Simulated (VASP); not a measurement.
These are PBEsol GGA, VASP's PBE PAW potentials (set 64) (plane waves; VASP) values and carry that method's errors.

A VASP calculation is set up with these files.

KPOINTS:
```
Regular mesh
0
Gamma
 5 5 7
0 0 0
```

### INCAR
```
ALGO=Normal
EDIFF=1E-6
EDIFFG=-0.02
ENCUT=520
GGA=PS
IBRION=2
ISIF=3
ISMEAR=0
LASPH=T
LCHARG=F
LMAXMIX=4
LREAL=F
LWAVE=F
NELM=100
NSW=60
PREC=Accurate
SIGMA=0.05
SYSTEM=TiO2
```

**POSCAR**
```
TiO2
1.0
  4.5947055636   0.0000000000   0.0000000000
  0.0000000000   4.5947055636   0.0000000000
  0.0000000000   0.0000000000   2.9437176444
Ti O
2 4
Cart
  0.0000000000   4.5947055636   0.0000000000
  2.2973527818   2.2973527818   1.4718588222
  1.3980491415   1.3980491415   2.9437176444
  3.6954019233   0.8993036403   1.4718588222
  0.8993036403   3.6954019233   1.4718588222
  3.1966564221   3.1966564221   0.0000000000
```

POTCAR, in this order: Ti_sv O (PBE.64 set). Program: vasp_std.

Problem. What will the output report for the number of irreducible k-points (NKPTS), number of bands (NBANDS), largest plane-wave count, number of space-group operations, FFT grid (NGX, NGY, NGZ)?

Solution. 
```yaml
number of irreducible k-points (NKPTS): 24
number of bands (NBANDS): 28
largest_plane_wave_count: 1686
number_of_space_group_operations: 16
FFT grid (NGX, NGY, NGZ): 36 × 36 × 24
```

The compound is TiO2 in the rutile structure. It was relaxed first. The start is the result of an earlier pass.
